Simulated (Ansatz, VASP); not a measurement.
**One calculation of SrMg3O4, two programs**

```
Sr Mg O
1.0
     3.30150    0.00000    0.00000
     0.00000    3.30150    0.00000
     0.00000    0.00000    8.97961
Sr Mg O
1 3 4
Cartesian
  0.0000 0.0000 0.0000
  1.6507 1.6507 2.4456
  0.0000 0.0000 4.4898
  1.6507 1.6507 6.5340
  1.6507 1.6507 4.4898
  0.0000 0.0000 6.5104
  1.6507 1.6507 0.0000
  0.0000 0.0000 2.4692
```

The cell comes from a database or a generator and needn't be the stable form of this composition.

Alike in both runs: task single point; functional PBE; k mesh 8 × 8 × 3; occupations fermi-dirac, width 0.05 eV; no spin polarisation.

|  | VASP | Ansatz |
| --- | --- | --- |
| version | VASP 6.6.1 | Ansatz 0.2.0 |
| potentials or method | VASP PAW PBE potentials, release 64 (Sr_sv, Mg, O) | Ansatz PAW |
| plane-wave cutoff (eV) | 520 | 420 |
| valence electrons in the cell | 40 | 64 |

|  | VASP | Ansatz | Ansatz less VASP |
| --- | --- | --- | --- |
| gap on the k mesh at the Fermi level (eV) | 2.14 | 2.16 | +0.019 |
| least direct gap on the mesh (eV) | 2.33 | 2.38 | +0.049 |
| pressure (GPa) | -0.7 | -0.8 | -0.08 |
| largest component of the traceless stress (GPa) | 0.41 | 0.24 | -0.171 |
| rms of the force components (eV/Å) | 0.038 | 0.029 | -0.0092 |

Atom by atom the forces differ by 0.011 eV/Å (rms over components). The two sets of potentials don't hold the same shells in valence.

Caveats: an odd mesh through Γ misses points on the zone boundary, where band edges often lie (VASP); odd divisions of the mesh miss points on the zone boundary, where band edges often lie, so the gap on the mesh can be too wide (Ansatz); the pressure holds a Pulay correction of +0.5 GPa for the finite cutoff (Ansatz).
